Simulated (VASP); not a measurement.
Input for VASP

File KPOINTS:
```
Automatic mesh
0
Gamma
9 9 5
0 0 0
```

### POSCAR
```
ZnO
1.0
  2.9530610931   0.0000000000   0.0000000000
 -1.4765305465   2.5574263601   0.0000000000
  0.0000000000   0.0000000000   5.0914279986
Zn O
2 2
direct
  0.0000000000   0.0000000000   0.0000000000
  0.0000000000   0.0000000000   0.5000000000
  0.3333330000   0.6666670000   0.2500000000
  0.6666670000   0.3333330000   0.7500000000
```

INCAR:
```
# general
SYSTEM =ZnO
PREC   =Accurate
ENCUT  =620   # plane-wave cut-off (eV)
LREAL  =F   # projection in real space or not
LASPH  =T   # aspherical one-centre terms

# electronic loop
EDIFF  =1E-6
NELM   =100
ALGO   =Normal
LMAXMIX=4

# smearing
ISMEAR =0
SIGMA  =0.05   # width (eV)

# functional
GGA    =PS

# ions
IBRION =2   # conjugate gradients
NSW    =40   # most ionic steps
ISIF   =3   # ions, shape and volume
EDIFFG =-0.02   # ionic stop
PSTRESS=50

# output
LWAVE  =F
LCHARG =F
```

POTCAR, in this order: Zn O (PBE.64 set). Program: vasp_std.

Question: Write an equivalent input for Ansatz.

Answer: One equivalent input (not run):
Ansatz 0.2 input:
```yaml
crystal:
  lattice:
    - [2.9530611, 0.0000000, 0.0000000]
    - [-1.4765305, 2.5574264, 0.0000000]
    - [0.0000000, 0.0000000, 5.0914280]
  atoms:
    - { symbol: Zn, position: [0.0000000, 0.0000000, 0.0000000] }
    - { symbol: Zn, position: [0.0000000, 0.0000000, 0.5000000] }
    - { symbol: O, position: [0.3333330, 0.6666670, 0.2500000] }
    - { symbol: O, position: [0.6666670, 0.3333330, 0.7500000] }
kpoints:
  mp_grid: { grid: [9, 9, 5] }
hamiltonian:
  xc: pbesol
  pseudopotentials: { kind: paw }
scf:
  occupations: { method: gaussian, width: 0.05 }
  max_iter: 100
relax:
  max_steps: 40
  f_tol: 0.02
  cell: { p_target: 5 }
output: { forces: true, stress: true, eigenvalues: true }
```
The two are equivalent in intent, not identical: each code has its own PAW files, so the cut-off isn't converted (ENCUT is set for VASP's; basis.ecutwfc is left out, and Ansatz then takes the one that its files recommend); Ansatz stops its SCF on the density residual and VASP on the energy change (EDIFF).

The structure was generated: ZnO was put into the NiAs type type (P6_3/mmc), which need not be its known phase. It was relaxed first under an external pressure of 5 GPa.
